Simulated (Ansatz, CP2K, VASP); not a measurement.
**Cu4I3Cl: 3 runs at one level of theory**

```
I Cu Cl
1.0
     3.97695    0.00000    0.00000
     0.00000    5.59422    0.00000
     0.00000    0.00000    7.92206
I Cu Cl
3 4 1
Direct
  0.50000 0.00000 0.75711
  0.00000 0.50000 0.50000
  0.50000 0.00000 0.24289
  0.50000 0.50000 0.24470
  0.00000 0.00000 0.00000
  0.50000 0.50000 0.75530
  0.00000 0.00000 0.50000
  0.00000 0.50000 0.00000
```

The cell comes from a database or a generator and needn't be the stable form of this composition.

Alike in all runs: task single point; functional PBE; k mesh 7 × 5 × 4; occupations gaussian, width 0.05 eV; no spin polarisation; no spin-orbit coupling. Pressure is positive in compression and, in plane waves, holds the error of the finite cutoff, which Ansatz's Pulay term estimates and takes out.

```tsv
program and potentials	plane-wave cutoff (eV)	notes	pressure (GPa)	largest force (eV/Å)
Ansatz, Ansatz PAW	420	16.75 valence electrons an atom on average; Pulay term of +0.06 GPa included	0.26	0.108
VASP, PBE PAW files Cl, Cu, I, release 54, 520 eV	520	9 valence electrons an atom on average	0.26	0.108
CP2K, POTENTIAL_UZH I GTH-PBE-q7, Cu GTH-PBE-q11, Cl GTH-PBE-q7; TZVP-MOLOPT-PBE-GTH basis	-	atomic basis; 9 valence electrons an atom on average	0.79	0.122
```

Force on atom 4 (Cu), eV/Å:

```tsv
program and potentials	x	y	z
Ansatz, Ansatz PAW	0.000	0.000	-0.108
VASP, PBE PAW files Cl, Cu, I, release 54, 520 eV	0.000	0.000	-0.108
CP2K, POTENTIAL_UZH I GTH-PBE-q7, Cu GTH-PBE-q11, Cl GTH-PBE-q7; TZVP-MOLOPT-PBE-GTH basis	0.000	0.000	-0.122
```

The pressure spans 0.26 (VASP, PBE PAW files Cl, Cu, I, release 54, 520 eV) to 0.79 GPa (CP2K, POTENTIAL_UZH I GTH-PBE-q7, Cu GTH-PBE-q11, Cl GTH-PBE-q7; TZVP-MOLOPT-PBE-GTH basis). Rows in atomic bases carry the error of their basis and grid, which can be large.

The functional is the same throughout but for its coding, so the spread measures potentials, basis and numerics; runs on potential files found faulty are left out.
